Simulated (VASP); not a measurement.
Given:

```yaml
crystal:
  lattice:
    - [2.07709, 1.19921, 3.55492]
    - [-2.07709, 1.19921, 3.55492]
    - [0.00000, -2.39841, 3.55492]
  atoms:
    - { symbol: Fe, position: [0.76240, 0.76240, 0.76240], spin: 4.0 }
    - { symbol: Bi, position: [0.23760, 0.23760, 0.23760] }
```

The numbers are results of PBE GGA, VASP's PBE PAW potentials (set 64) (plane waves; VASP 6.6.1), not measurements. Settings: 300 eV cut-off, 5×5×5 Γ-centred mesh, Fermi-Dirac smearing of 0.10 eV, potentials Fe Bi_d.

At this cut-off the stress carries a Pulay error, which pulls relaxed volumes low.

Question: Which forces act on the atoms, in eV/Å?

Answer: 
```json
[
 {"atom": "Fe1", "Fx": "0.000", "Fy": "0.000", "Fz": "-0.317"},
 {"atom": "Bi2", "Fx": "0.000", "Fy": "0.000", "Fz": "0.317"}
]
```

Question: Give the stress tensor in GPa (positive for a compressed cell).

Answer: 
```
-6.59   0.00   0.00
 0.00  -6.59   0.00
 0.00   0.00  -7.63
```
The pressure is its mean diagonal, -6.93 GPa.

The structure was generated: FeBi was put into an ordered model structure, which need not be its known phase. The cell was not relaxed at this level. The k-mesh is coarse (spacing up to 0.37 per Å, 2π included), so the numbers may not be converged in it.
